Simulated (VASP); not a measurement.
The system is Mg2CdS3.

```xyz
6
Lattice="4.0886 0.0000 0.0000 -2.0443 3.5408 0.0000 0.0000 0.0000 9.5922" Properties=species:S:1:pos:R:3 pbc="T T T"
Mg    0.0000    2.3605    4.3546
Mg    2.0443    1.1803    5.2377
Cd    0.0000    0.0000    0.0000
S     0.0000    0.0000    2.9369
S     0.0000    0.0000    6.6553
S     0.0000    0.0000    4.7961
```

The cell was built by a generator and needn't be a form met in nature.

```yaml
Program: VASP 6.6.1
Task: relaxation of cell and atoms
Functional: PBE
Potentials_or_basis: VASP PAW PBE potentials, release 64 (Mg, Cd, S)
Cutoff: 520 eV
k_mesh: 4 × 4 × 2
Occupations: gaussian, width 0.15 eV
Spin: no spin polarisation
```

At the start: pressure 21.5 GPa; volume 23.14 Å³/atom.

**Question.** Where does the relaxation end?

**Answer.** Over 24 steps the energy falls by 1717.9 meV/atom and the volume is 22.29 Å³/atom (-3.7 %); space group P-3m1 (No. 164, to 0.05 Å).

The path:
```csv
step,energy change (eV),largest force (eV/Å),pressure (GPa),volume (Å³)
1,0.0000,10.1389,21.49,138.87
2,-3.2800,2.5170,-4.46,208.28
3,-4.4118,3.4237,-0.67,170.70
4,-4.4287,3.4418,-0.34,169.14
5,-4.4367,3.4904,0.74,165.08
6,-5.5755,2.7058,-1.45,171.36
7,-6.4811,1.3297,-3.11,182.39
8,-6.5194,1.3084,-3.16,184.47
9,-7.4627,0.6662,-2.99,170.38
10,-8.9762,1.5989,0.94,145.50
11,-1.6533,5.4718,49.32,101.95
12,-9.1176,1.5146,2.07,141.18
13,-9.6795,1.5903,1.09,138.08
14,-9.6804,1.5787,1.02,138.19
15,-9.9100,1.3034,-0.25,140.12
16,-10.1577,0.6060,-2.49,144.12
17,-10.1667,0.4133,-2.94,145.09
18,-10.2622,0.6341,-0.41,137.47
19,-10.2622,0.6345,-0.46,137.40
20,-10.3017,0.1866,-0.06,134.09
21,-10.3017,0.1930,0.01,134.12
22,-10.3017,0.2014,-0.02,134.21
23,-10.3065,0.1087,0.16,133.93
24,-10.3074,0.0451,0.30,133.75
```

Final structure:
```xyz
6
Lattice="3.7859 0.0000 0.0000 -1.8930 3.2787 0.0000 0.0000 0.0000 10.7750" Properties=species:S:1:pos:R:3 pbc="T T T"
Mg    0.0000    2.1858    3.7495
Mg    1.8930    1.0929    7.0255
Cd    3.7859    0.0000    0.0000
S     0.0000    0.0000    2.3550
S     0.0000    0.0000    8.4200
S     3.7859    0.0000    5.3875
```

Caveat: the k mesh is coarse (spacing up to 0.44 Å⁻¹), so the values aren't converged.
